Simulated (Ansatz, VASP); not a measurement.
One calculation of Rb3HO, two programs

INCAR

```
SYSTEM = Rb3HO
PREC = Accurate ; ENCUT = 520
EDIFF = 1E-6 ; ISMEAR = 0
SIGMA = 0.05 ; LREAL = .FALSE.
LASPH = .TRUE. ; NELM = 100
ALGO = Normal ; ISIF = 2
LWAVE = .FALSE. ; LCHARG = .FALSE.
NBANDS = 25
```

File KPOINTS:

```
Automatic mesh
0
G
  4 4 4
  0 0 0
```

File POSCAR:

```
Rb3HO
1.0
    5.7890397268      0.0000000000      0.0000000000
    0.0000000000      5.7890397268      0.0000000000
    0.0000000000      0.0000000000      5.7890397268
H O Rb
1 1 3
Direct
    0.0000000000      0.0000000000      0.0000000000
    0.5000000000      0.5000000000      0.5000000000
    0.5000000000      0.5000000000      0.0000000000
    0.5000000000      0.0000000000      0.5000000000
    0.0000000000      0.5000000000      0.5000000000
```

Input for Ansatz:

```yaml
crystal:
  lattice:
    - [5.7890397268, 0.0, 0.0]
    - [0.0, 5.7890397268, 0.0]
    - [0.0, 0.0, 5.7890397268]
  atoms:
    - { symbol: H, position: [0.0, 0.0, 0.0] }
    - { symbol: O, position: [0.5, 0.5, 0.5] }
    - { symbol: Rb, position: [0.5, 0.5, 0.0] }
    - { symbol: Rb, position: [0.5, 0.0, 0.5] }
    - { symbol: Rb, position: [0.0, 0.5, 0.5] }
basis:
  ecutwfc: 420
kpoints:
  mp_grid: { grid: [4, 4, 4] }
hamiltonian:
  xc: lda
scf:
  occupations: { method: gaussian, width: 0.05 }
output:
  forces: true
  stress: true
  eigenvalues: true
```

The cell comes from a database or a generator and needn't be the stable form of this composition.

Alike in both runs: task single point; functional LDA; k mesh 4 × 4 × 4; occupations gaussian, width 0.05 eV; no spin polarisation.

|  | VASP | Ansatz |
| --- | --- | --- |
| version | VASP 6.6.1 | Ansatz 0.2.0 |
| potentials or method | VASP PAW LDA potentials, release 64 (H, O, Rb_sv) | scalar-relativistic, plane waves, PAW |
| plane-wave cutoff (eV) | 520 | 420 |
| valence electrons in the cell | 34 | 34 |

|  | VASP | Ansatz | Ansatz less VASP |
| --- | --- | --- | --- |
| gap on the k mesh at the Fermi level (eV) | 1.05 | 1.05 | +0.008 |
| least direct gap on the mesh (eV) | 1.12 | 1.12 | +0.006 |
| pressure (GPa) | -3.0 | -3.0 | -0.03 |

A k mesh can miss the band edges. As with any semilocal functional, this LDA gap is likely too small.
